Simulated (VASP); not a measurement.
These are r2SCAN meta-GGA, VASP's PBE PAW potentials (set 64) (plane waves; VASP 6.6.1) values and carry that method's errors.

A VASP calculation is set up with these files.

INCAR:
```
NSW = 60
METAGGA = R2SCAN
SYSTEM = Os
IBRION = 2   # conjugate gradients
ISMEAR = 1   # Methfessel-Paxton
LWAVE = .FALSE.
LASPH = .TRUE.   # aspherical one-centre terms
NELM = 100   # most electronic steps
ENCUT = 480   # plane-wave cut-off (eV)
SIGMA = 0.1
ISIF = 3
LCHARG = .FALSE.
EDIFF = 1E-6
PREC = Accurate
EDIFFG = -0.01   # ionic stop
LMIXTAU = .TRUE.
LMAXMIX = 6   # l cut-off of mixed one-centre charges
LREAL = .FALSE.   # projection in real space or not
ALGO = Normal   # blocked Davidson
```

KPOINTS:
```
Automatic
0
gamma
 14 14 8
```

### POSCAR
```
Os
1
    2.7300000000     0.0000000000     0.0000000000
   -1.3650000000     2.3642490000     0.0000000000
    0.0000000000     0.0000000000     4.3200000000
Os
2
Direct
  0.6666670000   0.3333330000   0.7500000000
  0.3333330000   0.6666670000   0.2500000000
```

POTCAR, in this order: Os (PBE.64 set). Program: vasp_std.

What VASP printed:

**OUTCAR**
```
 ion  position               nearest neighbor table
   1  0.667  0.333  0.750-   2 2.67   2 2.67   2 2.67   2 2.67   2 2.67   2 2.67
   2  0.333  0.667  0.250-   1 2.67   1 2.67   1 2.67   1 2.67   1 2.67   1 2.67
  LATTYP: Found a hexagonal cell.
 ALAT       =     2.7300000000
 C/A-ratio  =     1.5824175824
 Subroutine PRICEL returns:
 Original cell was already a primitive cell.
 Subroutine GETGRP returns: Found 24 space group operations
The static configuration has the point symmetry D_3d.
 The point group associated with its full space group is D_6h.
The dynamic configuration has the point symmetry D_3d.
 Subroutine INISYM returns: Found 24 space group operations
 Subroutine IBZKPT returns following result:
 Found    120 irreducible k-points:

 Following reciprocal coordinates:
            Coordinates               Weight
  0.000000  0.000000  0.000000      1.000000
  0.071429  0.000000  0.000000      6.000000
  0.142857  0.000000  0.000000      6.000000
  0.214286  0.000000  0.000000      6.000000
  0.285714  0.000000  0.000000      6.000000
  0.357143 -0.000000  0.000000      6.000000
  0.428571  0.000000  0.000000      6.000000
  0.500000  0.000000  0.000000      3.000000
  0.071429  0.071429  0.000000      6.000000
  0.142857  0.071429  0.000000     12.000000
  0.214286  0.071429  0.000000     12.000000
  0.285714  0.071429  0.000000     12.000000
  0.357143  0.071429  0.000000     12.000000
  0.428571  0.071429  0.000000     12.000000
  0.142857  0.142857  0.000000      6.000000
  0.214286  0.142857  0.000000     12.000000
  0.285714  0.142857  0.000000     12.000000
  0.357143  0.142857  0.000000     12.000000
  0.428571  0.142857  0.000000      6.000000
  0.214286  0.214286  0.000000      6.000000
  0.285714  0.214286  0.000000     12.000000
  0.357143  0.214286  0.000000     12.000000
  0.285714  0.285714  0.000000      6.000000
  0.357143  0.285714  0.000000      6.000000
  0.000000  0.000000  0.125000      2.000000
  0.071429  0.000000  0.125000     12.000000
  0.142857  0.000000  0.125000     12.000000
  0.214286  0.000000  0.125000     12.000000
  0.285714  0.000000  0.125000     12.000000
  0.357143 -0.000000  0.125000     12.000000
  0.428571  0.000000  0.125000     12.000000
  0.500000  0.000000  0.125000      6.000000
  0.071429  0.071429  0.125000     12.000000
  0.142857  0.071429  0.125000     24.000000
  0.214286  0.071429  0.125000     24.000000
  0.285714  0.071429  0.125000     24.000000
  0.357143  0.071429  0.125000     24.000000
  0.428571  0.071429  0.125000     24.000000
  0.142857  0.142857  0.125000     12.000000
  0.214286  0.142857  0.125000     24.000000
   k-points           NKPTS =    120   k-points in BZ     NKDIM =    120   number of bands    NBANDS=     12
   number of dos      NEDOS =    301   number of ions     NIONS =      2
   total plane-waves  NPLWV =  12800
   dimension x,y,z NGX =    20 NGY =   20 NGZ =   32
   dimension x,y,z NGXF=    40 NGYF=   40 NGZF=   64
   ions per type =               2
   PREC   = accura    normal or accurate (medium, high low for compatibility)
   ISTART =      0    job   : 0-new  1-cont  2-samecut
   ICHARG =      2    charge: 1-file 2-atom 10-const
   ISPIN  =      1    spin polarized calculation?
   LNONCOLLINEAR =      F non collinear calculations
   LSORBIT =      F    spin-orbit coupling
   INIWAV =      1    electr: 0-lowe 1-rand  2-diag
   ENCUT  =  480.0 eV  35.28 Ry    5.94 a.u.   4.88  4.88  7.72*2*pi/ulx,y,z
   NELM   =    100;   NELMIN=  2; NELMDL= -5     # of ELM steps
   EDIFF  = 0.1E-05   stopping-criterion for ELM
   LREAL  =      F    real-space projection
...
```

### OSZICAR
```
       N       E                     dE             d eps       ncg     rms          rms(c)
DAV:   1     0.186664572118E+02    0.18666E+02   -0.76155E+03  2880   0.125E+03
DAV:   2    -0.101592468865E+03   -0.12026E+03   -0.10862E+03  3088   0.403E+02
DAV:   3    -0.108506526325E+03   -0.69141E+01   -0.64613E+01  3512   0.801E+01
DAV:   4    -0.108661305865E+03   -0.15478E+00   -0.15352E+00  3064   0.117E+01
DAV:   5    -0.108663424759E+03   -0.21189E-02   -0.21133E-02  3348   0.105E+00    0.226E+01
DAV:   6    -0.106253654207E+03    0.24098E+01   -0.74135E-01  3000   0.831E+00    0.116E+01
DAV:   7    -0.105081856653E+03    0.11718E+01   -0.25169E+00  3236   0.146E+01    0.278E+00
DAV:   8    -0.105847222300E+03   -0.76537E+00   -0.39172E-01  3100   0.588E+00    0.310E-01
DAV:   9    -0.105997089287E+03   -0.14987E+00   -0.81743E-02  3148   0.257E+00    0.383E-01
DAV:  10    -0.105996451914E+03    0.63737E-03   -0.29524E-03  3036   0.537E-01    0.198E-01
DAV:  11    -0.105996678086E+03   -0.22617E-03   -0.22421E-03  3092   0.407E-01    0.620E-02
DAV:  12    -0.105997193059E+03   -0.51497E-03   -0.12817E-04  2924   0.133E-01    0.830E-02
DAV:  13    -0.105997364243E+03   -0.17118E-03   -0.59361E-05  3000   0.745E-02    0.315E-02
DAV:  14    -0.105997352455E+03    0.11789E-04   -0.12828E-05  2980   0.382E-02    0.132E-02
DAV:  15    -0.105997368505E+03   -0.16050E-04   -0.14208E-06  1660   0.132E-02    0.281E-03
DAV:  16    -0.105997366517E+03    0.19878E-05   -0.34719E-07  1456   0.636E-03    0.831E-04
DAV:  17    -0.105997367105E+03   -0.58837E-06   -0.25343E-07  1464   0.463E-03
   1 F= -.10599737E+03 E0= -.10599696E+03  d E =-.105997E+03
       N       E                     dE             d eps       ncg     rms          rms(c)
DAV:   1    -0.106035078353E+03   -0.37712E-01   -0.29984E+00  2900   0.151E+01    0.367E+00
DAV:   2    -0.105969024679E+03    0.66054E-01   -0.87531E-02  3116   0.314E+00    0.169E+00
DAV:   3    -0.105955929603E+03    0.13095E-01   -0.46062E-02  3352   0.210E+00    0.109E-01
DAV:   4    -0.105956823410E+03   -0.89381E-03   -0.20941E-03  2960   0.479E-01    0.821E-02
DAV:   5    -0.105958095459E+03   -0.12720E-02   -0.10314E-03  2904   0.386E-01    0.974E-02
DAV:   6    -0.105958166621E+03   -0.71162E-04   -0.28968E-04  2976   0.194E-01    0.267E-02
DAV:   7    -0.105958204658E+03   -0.38037E-04   -0.71349E-05  3368   0.864E-02    0.278E-02
DAV:   8    -0.105958189048E+03    0.15610E-04   -0.22995E-05  3200   0.467E-02    0.366E-03
DAV:   9    -0.105958219197E+03   -0.30149E-04   -0.91378E-07  1460   0.101E-02    0.144E-03
DAV:  10    -0.105958209365E+03    0.98320E-05   -0.14297E-07  1452   0.372E-03    0.715E-04
DAV:  11    -0.105958211513E+03   -0.21480E-05   -0.25509E-08  1444   0.185E-03    0.373E-04
DAV:  12    -0.105958214421E+03   -0.29082E-05   -0.13205E-08  1452   0.153E-03    0.467E-04
DAV:  13    -0.105958212375E+03    0.20465E-05   -0.26820E-09  1452   0.629E-04    0.308E-04
DAV:  14    -0.105958214916E+03   -0.25417E-05   -0.82159E-10  1452   0.363E-04    0.119E-04
DAV:  15    -0.105958215048E+03   -0.13160E-06   -0.15599E-10  1452   0.144E-04
   2 F= -.10595822E+03 E0= -.10595766E+03  d E =0.391521E-01
       N       E                     dE             d eps       ncg     rms          rms(c)
DAV:   1    -0.106049163501E+03   -0.90949E-01   -0.19414E+00  2888   0.125E+01    0.302E+00
DAV:   2    -0.106007608365E+03    0.41555E-01   -0.53297E-02  3164   0.257E+00    0.134E+00
DAV:   3    -0.105998419345E+03    0.91890E-02   -0.28881E-02  3236   0.169E+00    0.882E-02
DAV:   4    -0.105999807813E+03   -0.13885E-02   -0.95745E-04  2984   0.323E-01    0.684E-02
DAV:   5    -0.105999442871E+03    0.36494E-03   -0.38994E-04  2880   0.237E-01    0.627E-02
DAV:   6    -0.106000044399E+03   -0.60153E-03   -0.16465E-04  3032   0.145E-01    0.148E-02
DAV:   7    -0.105999994323E+03    0.50076E-04   -0.31400E-05  3376   0.586E-02    0.211E-02
DAV:   8    -0.106000022694E+03   -0.28371E-04   -0.12772E-05  3108   0.361E-02    0.213E-03
DAV:   9    -0.106000001869E+03    0.20825E-04   -0.44616E-07  1444   0.717E-03    0.129E-03
DAV:  10    -0.106000008866E+03   -0.69971E-05   -0.70300E-08  1452   0.264E-03    0.388E-04
DAV:  11    -0.106000005397E+03    0.34687E-05   -0.18645E-08  1444   0.143E-03    0.402E-04
DAV:  12    -0.106000003483E+03    0.19140E-05   -0.14035E-08  1440   0.154E-03    0.150E-04
DAV:  13    -0.106000004607E+03   -0.11232E-05   -0.19646E-09  1440   0.603E-04    0.161E-04
DAV:  14    -0.106000004648E+03   -0.41041E-07   -0.23378E-10  1440   0.192E-04
   3 F= -.10600000E+03 E0= -.10599957E+03  d E =-.263754E-02
       N       E                     dE             d eps       ncg     rms          rms(c)
DAV:   1    -0.106001039741E+03   -0.10351E-02   -0.13134E-01  2916   0.328E+00    0.222E-01
DAV:   2    -0.105999771268E+03    0.12685E-02   -0.13826E-03  3496   0.507E-01    0.106E-01
DAV:   3    -0.105999689782E+03    0.81487E-04   -0.40610E-04  2924   0.193E-01    0.177E-02
DAV:   4    -0.105999708773E+03   -0.18991E-04   -0.96877E-05  3084   0.959E-02    0.136E-02
DAV:   5    -0.105999775050E+03   -0.66277E-04   -0.33074E-05  2984   0.769E-02    0.619E-03
DAV:   6    -0.105999764562E+03    0.10487E-04   -0.23285E-06  2372   0.220E-02    0.217E-03
DAV:   7    -0.105999770892E+03   -0.63294E-05   -0.66766E-07  1452   0.891E-03    0.165E-03
DAV:   8    -0.105999769612E+03    0.12793E-05   -0.68626E-08  1452   0.295E-03    0.368E-04
DAV:   9    -0.105999770123E+03   -0.51042E-06   -0.10845E-08  1444   0.136E-03
   4 F= -.10599977E+03 E0= -.10599927E+03  d E =0.234525E-03
       N       E                     dE             d eps       ncg     rms          rms(c)
DAV:   1    -0.106000694486E+03   -0.92487E-03   -0.44099E-02  2928   0.189E+00    0.130E-01
DAV:   2    -0.106000282066E+03    0.41242E-03   -0.46487E-04  3480   0.295E-01    0.620E-02
DAV:   3    -0.106000205011E+03    0.77054E-04   -0.13740E-04  2928   0.113E-01    0.103E-02
DAV:   4    -0.106000254168E+03   -0.49157E-04   -0.32259E-05  3084   0.555E-02    0.793E-03
DAV:   5    -0.106000239820E+03    0.14348E-04   -0.11317E-05  2980   0.449E-02    0.369E-03
DAV:   6    -0.106000256001E+03   -0.16181E-04   -0.88405E-07  1548   0.137E-02    0.124E-03
DAV:   7    -0.106000254020E+03    0.19814E-05   -0.27781E-07  1444   0.585E-03    0.101E-03
DAV:   8    -0.106000254088E+03   -0.67779E-07   -0.25295E-08  1440   0.177E-03
   5 F= -.10600025E+03 E0= -.10599980E+03  d E =-.249440E-03
```

OUTCAR:
```
------------------------ aborting loop because EDIFF is reached ----------------------------------------
  FORCE on cell =-STRESS in cart. coord.  units (eV):
  Direction    XX          YY          ZZ          XY          YZ          ZX
  --------------------------------------------------------------------------------------
  Total       -0.0069013     -0.0069013     -0.0027235     -0.0000000      0.0000000      0.0000000
  in kB       -0.3935112     -0.3935111     -0.1552946     -0.0000000      0.0000000      0.0000000
  external PRESSURE =      -0.3141056 kB  Pullay stress =       0.0000000 kB
  volume of cell :       28.10
      direct lattice vectors                 reciprocal lattice vectors
     2.741449594  0.000000000  0.000000000     0.364770522  0.210600391  0.000000000
    -1.370724797  2.374164635  0.000000000    -0.000000000  0.421200782  0.000000000
    -0.000000000 -0.000000000  4.317107511     0.000000000 -0.000000000  0.231636575
 POSITION                                       TOTAL-FORCE (eV/Angst)
 -----------------------------------------------------------------------------------
      1.37073      0.79139      3.23783         0.000000     -0.000000      0.000000
     -0.00000      1.58278      1.07928        -0.000000      0.000000      0.000000
 -----------------------------------------------------------------------------------
    total drift:                               -0.000022      0.000013     -0.000020
  FREE ENERGIE OF THE ION-ELECTRON SYSTEM (eV)
  ---------------------------------------------------
  free  energy   TOTEN  =      -106.0002540877 eV

  energy  without entropy=     -105.9988948400  energy(sigma->0) =     -105.99980101

 reached required accuracy - stopping structural energy minimisation
```
(Selected blocks of OUTCAR.)

**CONTCAR**
```
Os
   1.00000000000000
     2.7414495937255077    0.0000000000000000    0.0000000000000000
    -1.3707247968627538    2.3741646345931890    0.0000000000000000
    -0.0000000000000000   -0.0000000000000000    4.3171075114174045
  Os
     2
Direct
     0.6666669999999968    0.3333330000000032    0.7500000000000000
     0.3333330000000032    0.6666669999999968    0.2500000000000000
```

The compound is Os in the hcp structure. This run relaxes it. Symmetry was kept, so distortions that lower it aren't found.
